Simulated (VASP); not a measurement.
These are LDA (Ceperley-Alder, Perdew-Zunger), VASP's LDA PAW potentials (set 64) (plane waves; VASP) values and carry that method's errors.

Input for VASP

### KPOINTS
```
Automatic mesh
0
Gamma
7 7 7
0 0 0
```

INCAR:
```
# general
SYSTEM   =  SrPd5
PREC     =  Accurate
ENCUT    =  300
LREAL    =  .FALSE.
LASPH    =  .TRUE.

# electronic loop
EDIFF    =  1E-6
NELM     =  100
ALGO     =  Normal
LMAXMIX  =  4

# smearing
ISMEAR   =  0
SIGMA    =  0.1

# ions
ISIF     =  2

# output
LWAVE    =  .FALSE.
LCHARG   =  .FALSE.
```

POSCAR:
```
SrPd5
1
    5.3830000000     0.0000000000     0.0000000000
   -2.6915000000     4.6618150000     0.0000000000
    0.0000000000     0.0000000000     4.3920000000
Pd Sr
5 1
Direct
  0.3333330000   0.6666670000   0.0000000000
  0.6666670000   0.3333330000   0.0000000000
  0.5000000000   0.0000000000   0.5000000000
  0.5000000000   0.5000000000   0.5000000000
  0.0000000000   0.5000000000   0.5000000000
  0.0000000000   0.0000000000   0.0000000000
```

POTCAR, in this order: Pd Sr_sv (LDA.64 set). Program: vasp_std.

At this cut-off the stress carries a Pulay error, which pulls relaxed volumes low.

### Question
What does the run give for the energy per atom (σ→0), pressure, band gap (on the k-mesh)?

### Answer

```yaml
energy per atom (σ→0): -6.073 eV/atom
band gap (on the k-mesh): none (metal, semimetal or under 0.01 eV)
pressure: -6.17 GPa
```

File OSZICAR:
```
...
DAV:   8    -0.364779492416E+02    0.42001E+00   -0.16743E+00  2436   0.146E+01    0.484E+00
DAV:   9    -0.364554468427E+02    0.22502E-01   -0.11194E-01  2652   0.242E+00    0.715E-01
DAV:  10    -0.364548504514E+02    0.59639E-03   -0.92672E-03  2836   0.654E-01    0.218E-01
DAV:  11    -0.364549559441E+02   -0.10549E-03   -0.27741E-03  2560   0.481E-01    0.118E-01
DAV:  12    -0.364547841000E+02    0.17184E-03   -0.97465E-04  2488   0.316E-01    0.367E-02
DAV:  13    -0.364547774286E+02    0.66715E-05   -0.56161E-05  2556   0.747E-02    0.134E-02
DAV:  14    -0.364547771061E+02    0.32246E-06   -0.29617E-06  2124   0.100E-02
   1 F= -.36454777E+02 E0= -.36437485E+02  d E =-.345844E-01
```

The structure comes from a measured SrPd5 entry of the Crystallography Open Database, whose conditions weren't checked. The cell was not relaxed at this level.
